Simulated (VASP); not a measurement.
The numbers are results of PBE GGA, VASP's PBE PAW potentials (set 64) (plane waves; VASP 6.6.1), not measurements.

The input files of a VASP run:

**KPOINTS**
```
Automatic mesh
0
Monkhorst-Pack
6 6 6
0 0 0
```

INCAR:
```
ALGO  =  Normal
EDIFF  =  1E-6
ENCUT  =  400
GGA  =  PE
ISIF  =  2
ISMEAR  =  0
ISPIN  =  2
LASPH  =  .True.
LCHARG  =  .False.
LMAXMIX  =  4
LORBIT  =  10
LREAL  =  .False.
LWAVE  =  .False.
MAGMOM  =  5.0 -5.0 2*0.0
NELM  =  100
PREC  =  Accurate
SIGMA  =  0.05
SYSTEM  =  MnS
```

File POSCAR:
```
MnS
1
    5.3244000000     2.6622000000     2.6622000000
    2.6622000000     5.3244000000     2.6622000000
    2.6622000000     2.6622000000     5.3244000000
Mn S
2 2
Direct
  0.0000000000   0.0000000000   0.0000000000
  0.5000000000   0.5000000000   0.5000000000
  0.2500000000   0.2500000000   0.2500000000
  0.7500000000   0.7500000000   0.7500000000
```

POTCAR, in this order: Mn_pv S (PBE.64 set). Program: vasp_std.

What VASP printed:

OSZICAR:
```
       N       E                     dE             d eps       ncg     rms          rms(c)
DAV:   1     0.319856544358E+03    0.31986E+03   -0.19112E+04  3016   0.145E+03
DAV:   2     0.194411785134E+01   -0.31791E+03   -0.31361E+03  2639   0.419E+02
DAV:   3    -0.295485152642E+02   -0.31493E+02   -0.30642E+02  3750   0.118E+02
DAV:   4    -0.305247466773E+02   -0.97623E+00   -0.97550E+00  3031   0.204E+01
DAV:   5    -0.305451446150E+02   -0.20398E-01   -0.20394E-01  3308   0.350E+00    0.145E+01
DAV:   6    -0.279832653325E+02    0.25619E+01   -0.21195E+01  3616   0.413E+01    0.129E+01
DAV:   7    -0.282421097853E+02   -0.25884E+00   -0.17572E+00  2932   0.122E+01    0.765E+00
DAV:   8    -0.282486102769E+02   -0.65005E-02   -0.29888E-01  3589   0.560E+00    0.352E+00
DAV:   9    -0.282428133932E+02    0.57969E-02   -0.54687E-02  3355   0.251E+00    0.583E-01
DAV:  10    -0.282481974998E+02   -0.53841E-02   -0.53980E-03  3110   0.645E-01    0.254E-01
DAV:  11    -0.282485381849E+02   -0.34069E-03   -0.43963E-04  3202   0.163E-01    0.158E-01
DAV:  12    -0.282486896730E+02   -0.15149E-03   -0.19588E-04  3062   0.109E-01    0.663E-02
DAV:  13    -0.282487135222E+02   -0.23849E-04   -0.31839E-05  3031   0.560E-02    0.152E-02
DAV:  14    -0.282487131667E+02    0.35549E-06   -0.16430E-05  3106   0.210E-02    0.797E-03
DAV:  15    -0.282487138050E+02   -0.63833E-06   -0.16480E-06  1757   0.167E-02
   1 F= -.28248714E+02 E0= -.28248714E+02  d E =-.283350E-14  mag=    -0.0000
```

### OUTCAR
```
------------------------ aborting loop because EDIFF is reached ----------------------------------------
  FORCE on cell =-STRESS in cart. coord.  units (eV):
  Direction    XX          YY          ZZ          XY          YZ          ZX
  --------------------------------------------------------------------------------------
  Total       -3.4909328     -3.4909328     -3.4909328     -0.0928348     -0.0928348     -0.0928348
  in kB      -74.1088448    -74.1088448    -74.1088448     -1.9707856     -1.9707856     -1.9707856
  external PRESSURE =     -74.1088448 kB  Pullay stress =       0.0000000 kB
  volume of cell :       75.47
      direct lattice vectors                 reciprocal lattice vectors
     5.324400000  2.662200000  2.662200000     0.281721884 -0.093907295 -0.093907295
     2.662200000  5.324400000  2.662200000    -0.093907295  0.281721884 -0.093907295
     2.662200000  2.662200000  5.324400000    -0.093907295 -0.093907295  0.281721884
 POSITION                                       TOTAL-FORCE (eV/Angst)
 -----------------------------------------------------------------------------------
      0.00000      0.00000      0.00000        -0.000000     -0.000000      0.000000
      5.32440      5.32440      5.32440        -0.000000     -0.000000      0.000000
      2.66220      2.66220      2.66220        -0.000000      0.000000     -0.000000
      7.98660      7.98660      7.98660         0.000000     -0.000000      0.000000
 -----------------------------------------------------------------------------------
    total drift:                                0.000000     -0.000000     -0.000000
  FREE ENERGIE OF THE ION-ELECTRON SYSTEM (eV)
  ---------------------------------------------------
  free  energy   TOTEN  =       -28.2487138050 eV

  energy  without entropy=      -28.2487138050  energy(sigma->0) =      -28.24871381

 total charge

# of ion       s       p       d       tot
------------------------------------------
    1        0.199   6.138   4.924  11.261
    2        0.199   6.138   4.924  11.261
    3        1.327   2.384   0.000   3.711
    4        1.327   2.384   0.000   3.711
--------------------------------------------------
tot          3.052  17.044   9.849  29.945

 magnetization (x)

# of ion       s       p       d       tot
------------------------------------------
    1        0.022   0.015   4.231   4.267
    2       -0.022  -0.015  -4.231  -4.267
    3        0.000   0.000   0.000   0.000
    4        0.000   0.000   0.000   0.000
--------------------------------------------------
tot          0.000   0.000   0.000   0.000
```
(Selected blocks of OUTCAR.)

The compound is MnS in the rock salt, AFM-II order structure. The cell was not relaxed at this level. The run is one of a series of settings (KPOINTS 6×6×6 Monkhorst-Pack mesh against the base run), some of them coarse on purpose.
